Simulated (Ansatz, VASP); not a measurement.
# Al3GaN4 (alloy, x = 0.25, one random ordering in a cell of 16 atoms (invented)) in two plane-wave programs, part 2 of 2

Aim: how closely do two programs agree when they are given the same cell, functional and k mesh? The cell is generated by rule, not measured, and may not be a known phase. The cell is taken from a series of runs on this material, whose earlier steps may have relaxed, scaled, displaced or heated it; both programs get it as it stands.

VASP 6.6.1 and Ansatz 0.2.0.

So far: Starting point; VASP: relaxation of cell and atoms, r2SCAN.

### Step 3. Ansatz: relaxation of cell and atoms, r2SCAN

Level of this step: Ansatz beside VASP: Kohn-Sham DFT, plane waves, r2SCAN (Ansatz).

Ansatz runs on its PAW soft_1 files.

The same cell, functional, mesh and smearing now go to Ansatz.

The input, input.yaml:

```yaml
crystal:
  lattice:
    - [3.1119529551, 0.0, 0.0]
    - [0.0, 3.1131780573, 4.3988830645]
    - [0.0, -3.1131780573, 4.3988830645]
  atoms:
    - { symbol: Al, position: [0.0, 0.5002725908, -0.0002195132] }
    - { symbol: Al, position: [0.5, 0.500075621, 0.500075621] }
    - { symbol: Ga, position: [0.5, -0.0001844091, -0.0001844091] }
    - { symbol: Al, position: [0.0, -0.0002195132, 0.5002725908] }
    - { symbol: "N", position: [0.5, 0.6169612175, 0.1275125446] }
    - { symbol: "N", position: [0.0, 0.62517472, 0.62517472] }
    - { symbol: "N", position: [0.0, 0.1304072284, 0.1304072284] }
    - { symbol: "N", position: [0.5, 0.1275125446, 0.6169612175] }
kpoints:
  mp_grid: { grid: [6, 4, 4] }
hamiltonian:
  xc: r2scan
  pseudopotentials: { kind: paw, azcp: { folder: soft_1 } }
scf:
  occupations: { method: gaussian, width: 0.02 }
output:
  forces: true
  stress: true
  eigenvalues: true
basis:
  ecutwfc: 600.0
relax:
  adjacent_minimum: "off"
  f_tol: 0.005
  max_steps: 80
  cell: { stress_tol: 0.05 }
```

On the command line:

```console
$ ansatz run input.yaml --threads 4 --pin off --max-ram 10240MiB --backend cpu --events-out ev --progress --plain --runs-dir out
```

Numbers of over 12 decimals in the logs are rounded to 6 here.

The program printed:

```text
Engine: ansatz 0.2.0, x86_64-unknown-linux-gnu
Pseudopotentials: kind: paw
Pseudopotential: Al, paw, valence charge 3, recommended cutoff 500 eV (meta_gga), soft_1/Al.paw.azcp
Pseudopotential: Ga, paw, valence charge 13, recommended cutoff 500 eV (meta_gga), soft_1/Ga.paw.azcp
Pseudopotential: N, paw, valence charge 5, recommended cutoff 500 eV (meta_gga), soft_1/N.paw.azcp
Functional definition: r2SCAN
  parameter k0 = 0.174
  parameter k1 = 0.065
  parameter a1 = 4.9479
  exchange = r2scan_x(k0 = k0, k1 = k1, a1 = a1)
  correlation = r2scan_c
Crystal: 8 atoms, lattice volume = 85.233 Å³
Basis set: ecut = 600 eV, 2885 PW (Γ), exchange–correlation on 100×180×180 points (64 copies of the dense FFT grid, shifted against one another)
Bands: 29, of which v1, the nominal top of the filled ones, is band 21 counted from 1 (20 counted from 0)
Symmetry: 4 space group operations
Space group: Amm2 (ITA 38), of the structure as read, at distance tolerance 4.4e-5 Å
k-points: 28 of 96 (time reversal used)
Non-local potential: Al, projectors of the file, l = 0: 2, l = 1: 2, l = 2: 1
Non-local potential: Ga, projectors of the file, l = 0: 2, l = 1: 2, l = 2: 3, l = 3: 1
Non-local potential: N, projectors of the file, l = 0: 2, l = 1: 2, l = 2: 1
PAW form: soft (Blöchl's): semilocal exchange-correlation on the pseudo side does not see the compensation charge
PAW frozen core: Al, regenerated for the run's functional (the file was generated under x = pbe(κ = 0.804, μ = 0.219515), c = pbe(β = 0.066725))
PAW frozen core: Ga, regenerated for the run's functional (the file was generated under x = pbe(κ = 0.804, μ = 0.219515), c = pbe(β = 0.066725))
PAW frozen core: N, regenerated for the run's functional (the file was generated under x = pbe(κ = 0.804, μ = 0.219515), c = pbe(β = 0.066725))
PAW one-centre angular grid: Al, 302 points (default); XC on 160 Gauss nodes
PAW one-centre angular grid: Ga, 590 points (default); XC on 160 Gauss nodes
PAW one-centre angular grid: N, 302 points (default); XC on 160 Gauss nodes
Initial density: superposition of atomic densities (chi_scale 0.1, normalization cell, long waves kept (reshape's long-wave potential 0.12 eV rms))
Initial wavefunctions: pseudopotential atomic-orbital guess
Functional: x = r2scan, c = r2scan; τ floored in thin density (d = 2e-4 eV/Å³)
SCF iter   1: F=—  HF=-6965.172954 eV  |F-HF|=—  |Δ(HF+E_count)|=         —  Δρ=1.32e-1  dr2=1.58e1  dr2_τ=1.79e0  ethr=3.10e-3  ⟨swp⟩=6.9  Hψ=3729  notcnv=0
preconditioner: auto → Resta (q_TF=auto, 2.425 Å⁻¹)  ε∞=3.4  [insulator: Δε(μ)=4.698 eV  Ē_g=16.907 eV  σ=0.020 eV  W_gap=1.00  n_scr=22 (ndim 8)  ℏωp=26.1 eV  f_vac=0.000  D(μ)=0.00/eV (n_scr^D=0)  ε∞_Penn≈3.4]
SCF iter   2: F=—  HF=-6961.420953 eV  |F-HF|=—  |Δ(HF+E_count)|=    3.75e0  Δρ=5.02e-2  dr2=1.40e0  dr2_τ=3.10e-1  ethr=3.10e-3  ⟨swp⟩=3.0  Hψ=1889  notcnv=0  defer=91
SCF iter   3: F=—  HF=-6961.668494 eV  |F-HF|=—  |Δ(HF+E_count)|=   2.48e-1  Δρ=2.26e-2  dr2=3.09e-1  dr2_τ=1.73e-2  ethr=3.10e-3  ⟨swp⟩=3.0  Hψ=1161  notcnv=0  defer=90
SCF iter   4: F=—  HF=-6961.679445 eV  |F-HF|=—  |Δ(HF+E_count)|=   1.10e-2  Δρ=3.60e-3  dr2=5.35e-3  dr2_τ=4.59e-4  ethr=7.35e-4  ⟨swp⟩=3.0  Hψ=1444  notcnv=0  defer=90
SCF iter   5: F=—  HF=-6961.681152 eV  |F-HF|=—  |Δ(HF+E_count)|=   1.71e-3  Δρ=8.47e-4  dr2=7.21e-4  dr2_τ=4.96e-5  ethr=1.27e-5  ⟨swp⟩=2.1  Hψ=1242  notcnv=0  defer=90
SCF iter   6: F=—  HF=-6961.681020 eV  |F-HF|=—  |Δ(HF+E_count)|=   1.32e-4  Δρ=3.05e-4  dr2=7.63e-5  dr2_τ=3.61e-6  ethr=1.72e-6  ⟨swp⟩=2.0  Hψ=1314  notcnv=0  defer=90
SCF iter   7: F=—  HF=-6961.681005 eV  |F-HF|=—  |Δ(HF+E_count)|=   1.53e-5  Δρ=6.99e-5  dr2=3.25e-6  dr2_τ=1.73e-7  ethr=1.82e-7  ⟨swp⟩=2.0  Hψ=1390  notcnv=0  defer=90
SCF iter   8: F=—  HF=-6961.681008 eV  |F-HF|=—  |Δ(HF+E_count)|=   3.04e-6  Δρ=5.17e-5  dr2=2.10e-6  dr2_τ=2.67e-7  ethr=7.75e-9  ⟨swp⟩=2.0  Hψ=1315  notcnv=0  defer=90
SCF iter   9: F=-6961.681008 eV  HF=-6961.681008 eV  |F-HF|=2.57e-8  |Δ(HF+E_count)|=   7.60e-7  Δρ=7.40e-6  dr2=4.32e-8  dr2_τ=4.42e-9  ethr=2.38e-10  ⟨swp⟩=10.8  Hψ=4395  notcnv=0
SCF 1 converged in 9 iterations: F = -6961.681008 eV  dr2 = 4.32e-8
  greatest PAW one-centre occupation: 0.994 electrons in one spin orbital (limit 2), on the Ga atom at site 2 (counted from 0), in its partial waves of l = 2
relax step   1: F+E_penalty+E_count = -6961.68100753 eV  Δ(F+E_penalty+E_count) = +0.000e0 eV  max|allowed force component| = 3.721e-2 eV/Å  Δτ_max = 0.0000 Å  P = +0.092 GPa  Ω = 85.233 Å³  (9 SCF iters, dr2 threshold 1.00e-7 eV, accepted)
[...]
relax step   2: F+E_penalty+E_count = -6961.68107649 eV  Δ(F+E_penalty+E_count) = -6.897e-5 eV  max|allowed force component| = 1.229e-2 eV/Å  Δτ_max = 0.0009 Å  P = +0.042 GPa  Ω = 85.253 Å³  energy of the carried Pulay correction = -4.890e-6 eV  (4 SCF iters, dr2 threshold 9.06e-8 eV, accepted)
[...]
relax step   3: F+E_penalty+E_count = -6961.68108143 eV  Δ(F+E_penalty+E_count) = -4.935e-6 eV  max|allowed force component| = 3.464e-3 eV/Å  Δτ_max = 0.0004 Å  P = +0.004 GPa  Ω = 85.268 Å³  energy of the carried Pulay correction = -8.671e-6 eV  (4 SCF iters, dr2 threshold 1.27e-8 eV, accepted)
[...]
relax step   4: F+E_penalty+E_count = -6961.68108968 eV  Δ(F+E_penalty+E_count) = -8.245e-6 eV  max|allowed force component| = 3.496e-3 eV/Å  Δτ_max = 0.0000 Å  P = +0.004 GPa  Ω = 85.268 Å³  stress off target by 6.16e-3 GPa  SCF on the basis re-selected at this cell (its energy is not comparable with the rows above)  (4 SCF iters)
basis re-selected at this cell: Δ(F+E_penalty+E_count) = -8.245e-6 eV, ΔP = +0.000 GPa vs the last step (what re-selecting the basis moved, of the pressure what is left beyond the Pulay correction that the steps carried, after the strain that the cell walked since its last selection, with what the two solves' SCF thresholds leave and, on support functions, any second-order correction that the steps lacked; it is no m [...]
SCF converged after 4 iterations
Free energy (F): -6961.681090 eV
Harris-Foulkes:  -6961.681090 eV  (|F-HF|=2.18e-11)
Internal energy: -6961.681090 eV  (E = F + TS)
E sigma→0 (E₀):  -6961.681090 eV
Fermi energy:    9.448902 eV
--- Per-component energies (eV) ---
  E_band       = 6.075806
  E_kinetic    = 713.484257
  E_local      = -2583.804355  (includes V_loc(G=0)·N_el)
  E_nonlocal   = 77.916531
  E_hartree    = 1395.959355
  E_xc         = -404.668058
  E_vxc        = -493.576086  (∫ρ·V_xc dr)
  E_paw        = -3956.545322  (= ΣΔE_a)
  E_vpaw       = -526.368338  (= ΣTr[D̂ρ^β])
  E_aug_tail   = 0.000051  (compensation charges beyond the density's cutoff)
  E_vtau       = 26.505134  (kinetic-family band-sum trace: ∫τ·v_τ [+ j·A + Jᵃ·Aᵃ] dr)
  E_ewald      = -2203.071901
  E_core_change = -0.951649  (= ΣΔE_core)
  E_smearing   = -0.000000  (= −TS)
  E_closure    = -0.000000  (closes the sum)
  Σ components = -6961.681090   (vs F -6961.681090, Δ=0.00e0)
--- Forces (eV/Å), atoms counted from 1 ---
  atom   1  Al    -0.00000000     0.00141901     0.00022654
  atom   2  Al     0.00000000     0.00000000    -0.00239785
  atom   3  Ga     0.00000000    -0.00000000     0.00330340
  atom   4  Al    -0.00000000    -0.00141901     0.00022654
  atom   5  N      0.00000000    -0.00041752    -0.00044993
  atom   6  N      0.00000000    -0.00000000     0.00305642
  atom   7  N      0.00000000    -0.00000000    -0.00349334
  atom   8  N      0.00000000     0.00041752    -0.00044993
  max |Σ_I F_I| component: 2.19e-5 eV/Å
--- Stress (GPa, compression-positive) ---
        0.003350      -0.000000       0.000000
       -0.000000       0.006158       0.000000
        0.000000       0.000000       0.003907
  P = ⅓ Tr σ = 0.0045 GPa (0.045 kbar)
--- Band table (eV; the first three rows and the last of 28) ---
  k-point 0: bands = [... 17 lower, 6.8147, 7.4355, 7.4681, 7.5581, 11.3999, 11.4872, 14.3844, 15.1830, ... 4 higher]
  k-point 1: bands = [... 17 lower, 6.8220, 6.8223, 7.3769, 7.4576, 12.2007, 12.4780, 14.5390, 15.4556, ... 4 higher]
  k-point 2: bands = [... 17 lower, 6.8961, 6.9039, 7.2778, 7.3400, 13.5210, 13.8293, 14.0319, 14.1938, ... 4 higher]
  k-point 27: bands = [... 17 lower, 6.6896, 6.7329, 6.9092, 6.9097, 11.3397, 11.3610, 13.9895, 15.1760, ... 4 higher]
--- Relaxed structure (3 steps of the walk, 3 accepted, 1 SCFs on fresh bases) ---
  F+E_penalty+E_count = -6961.68108968 eV   max|allowed force component| = 3.496e-3 eV/Å   (the final SCF, on the basis selected at the relaxed cell)
  cell:  # Å, volume = 85.2677 Å³
    - [3.113631, 0, 1.7795374187826633e-19]
    - [2.515454805092171e-19, 3.113364, 4.398021]
    - [2.5154548050921866e-19, -3.113364, 4.398021]
  atoms:
    - { symbol: Al, position: [0, 0.500484, -0.00040811] }
    - { symbol: Al, position: [0.5, 0.500147, 0.500147] }
    - { symbol: Ga, position: [0.5, -0.000162978, -0.000162978] }
    - { symbol: Al, position: [0, -0.00040811, 0.500484] }
    - { symbol: N, position: [0.5, 0.616901, 0.127510] }
    - { symbol: N, position: [0, 0.625108, 0.625108] }
    - { symbol: N, position: [0, 0.130422, 0.130422] }
    - { symbol: N, position: [0.5, 0.127510, 0.616901] }
```

Reading the cycles: dr2 is the Hartree energy of the density residual (eV), the measure of convergence; HF is the Harris–Foulkes estimate of the energy, which meets the free energy F at convergence.

### Step 4. Comparison

Known differences besides the potentials themselves: VASP keeps PBE cores, Ansatz makes them for the functional; the cutoff is 600 eV in Ansatz and 660 eV in VASP; Ansatz adds a Pulay correction to the stress that steers its cell, VASP none. Total energies have different zeros and are not compared.

Compared:

```
                                         quantity  Ansatz   VASP  difference
                                      volume (Å³)   85.27  85.29     -0.03 %
edge a after relaxation, in the typed setting (Å)   3.114  3.114     +0.00 %
edge b after relaxation, in the typed setting (Å)   5.388  5.389     -0.02 %
```

### Step 5. What came out

| Item | Value |
| --- | --- |
| difference in volume (relaxation of cell and atoms, r2SCAN) | -0.029 % |

What this shows: The difference in volume is -0.029 % (relaxation of cell and atoms, r2SCAN), within the 1.2 % picked in this series as the mark of a large difference, as far as the stopping tolerances let one tell. Such differences can come from data sets, numerical settings and the points named under the comparisons, not from the functional's error against experiment.

[Lines on the potential files, build, host, timing and source positions are cut from VASP's logs without a mark.]

[Logs are printed without paths, hosts, clocks, repeated set-up lines and the standing remarks that a program may print on its own settings, such as how far it seeks lower states.]

[Hosts, paths, dates, database ids (printed as entryN), source tags and the programs' standing remarks are cut or masked in the printed files.]
